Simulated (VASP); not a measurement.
# InP (zinc blende): computed properties

These are PBEsol GGA, VASP's PBE PAW potentials (set 64) (plane waves; VASP 6.6.1) values and carry that method's errors.

```json
{
  "space_group": "F-43m (216)",
  "cell": "a = 5.8775 Å, b = 5.8775 Å, c = 5.8775 Å, α = 90.00°, β = 90.00°, γ = 90.00°",
  "volume_per_atom": "25.38 Å³/atom",
  "band gap (over mesh and band path)": "0.57 eV",
  "smallest direct gap (over mesh and band path)": "0.57 eV",
  "hill_bulk_modulus": "67.3 GPa",
  "hill_shear_modulus": "324 kbar",
  "Poisson's ratio": "0.293",
  "band_edge_character": "direct, Γ to Γ",
  "density": "4.77 g/cm³",
  "C11": "95.4 GPa",
  "C12": "53.3 GPa",
  "C44": "43.2 GPa"
}
```

```xyz
2
Lattice="0.0000 2.9388 2.9388 2.9388 0.0000 2.9388 2.9388 2.9388 0.0000" Properties=species:S:1:pos:R:3 pbc="T T T"
In     0.0000     0.0000     0.0000
P      1.4694     1.4694     1.4694
```

Measured: gap 1.47 eV (computed value off by -0.90 eV), as given by Wei Chen et al., Physical Review Materials (2018), doi:10.1103/physrevmaterials.2.073803 [zero-point renormalisation of 0.05 eV added back (the table's ZPR column)]; a 5.858 Å at 0 K (computed value off by +0.3 %), as given by Daniel Mejia-Rodriguez et al., Physical Review B (2018), arXiv:1807.09216 [static lattice: zero-point anharmonic expansion removed]; bulk modulus 71.0 GPa (computed value off by -5.2 %), as given by M. Råsander et al., The Journal of Chemical Physics (2015), arXiv:1505.02379; shear modulus 34.3 GPa (computed value off by -5.6 %), as given by Cormac Toher et al., Physical Review Materials (2017), arXiv:1611.05714. The calculation is for a static lattice, while the measured bulk modulus, shear modulus hold thermal and zero-point effects, which are part of the difference.  Unless said otherwise, spin-orbit coupling is left out, though it shifts the bands of the heavy elements here.

The compound is InP in the zinc blende structure. It was relaxed first. Symmetry was kept, so distortions that lower it aren't found.
